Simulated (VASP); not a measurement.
# BN: single point with HSE06

The system is BN.

```
CELL_PARAMETERS angstrom
2.54169 0.00000 0.00000
-1.27085 2.20117 0.00000
0.00000 0.00000 4.20415
ATOMIC_POSITIONS crystal
B 0.66667 0.33333 0.99972
B 0.33333 0.66667 0.49972
N 0.66667 0.33333 0.62528
N 0.33333 0.66667 0.12528
```

Measurements of this composition are mostly on another form, of space group No. 194.

```
Program                            : VASP 6.6.1
Task                               : single point
Functional                         : HSE06
Potentials or basis                : VASP PAW PBE potentials, release 64 (B, N)
Cutoff                             : 520 eV
k mesh                             : 9 × 9 × 4
Occupations                        : gaussian, width 0.02 eV
Spin                               : no spin polarisation
Grid for exact exchange (PRECFOCK) : Fast
Screening parameter                : 0.2 1/A
Further INCAR settings             : ALGO = Normal; EDIFF = 1e-07
```

- Pressure: -2.9 GPa
- Largest force: 0.023 eV/Å
- Band gap on the k mesh: 6.52 eV, indirect (least direct gap 9.98 eV)

Forces in eV/Å, atoms in the order of the input:
```
B   -0.001  0.000  0.023
B    0.001  0.000  0.023
N   -0.001  0.000 -0.023
N    0.001  0.000 -0.023
```

Stress tensor (GPa, compression positive):
```
-2.75  0.00  0.00
 0.00 -2.74  0.00
 0.00  0.00 -3.33
```

Levels at points of the mesh, in eV from the valence-band top:
| k point | band 6 | band 7 | band 8 | band 9 | band 10 | band 11 |
| --- | --- | --- | --- | --- | --- | --- |
| (0.00, 0.00, 0.00) | -0.28 | 0.00 | 0.00 | 10.12 | 10.12 | 10.38 |
| (0.00, 0.00, 0.50) | -1.28 | -1.28 | -1.28 | 11.27 | 11.27 | 11.77 |

Run time: 31 min on 1 thread of AMD EPYC 9R45 (Zen 5), on a shared host, peak memory 0.23 GiB.

Caveat: the PAW data sets were made with another functional, which shifts forces and pressure a little; an odd mesh through Γ misses points on the zone boundary, where band edges often lie.
